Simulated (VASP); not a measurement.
```
CaF2
1.0
    0.00000     2.76024     2.76024
    2.76024     0.00000     2.76024
    2.76024     2.76024     0.00000
Ca F
1 2
Cartesian
  0.00000   0.00000   0.00000
  1.38012   1.38012   1.38012
  4.14035   4.14035   4.14035
```

Calculation: PBE GGA, VASP's PBE PAW potentials (set 64) (plane waves; VASP). Settings: PREC = Normal, EDIFF = 1E-5, 450 eV cut-off, 9×9×9 Γ-centred mesh, Gaussian smearing of 0.050 eV, potentials Ca_sv F.

At this cut-off the stress carries a Pulay error, which pulls relaxed volumes low.

Question: Give the stress tensor in GPa (positive for a compressed cell).

Answer: 
```
-2.12   0.00   0.00
 0.00  -2.12   0.00
 0.00   0.00  -2.12
```
The pressure is its mean diagonal, -2.12 GPa.

The compound is CaF2 in the fluorite structure. It was relaxed first.
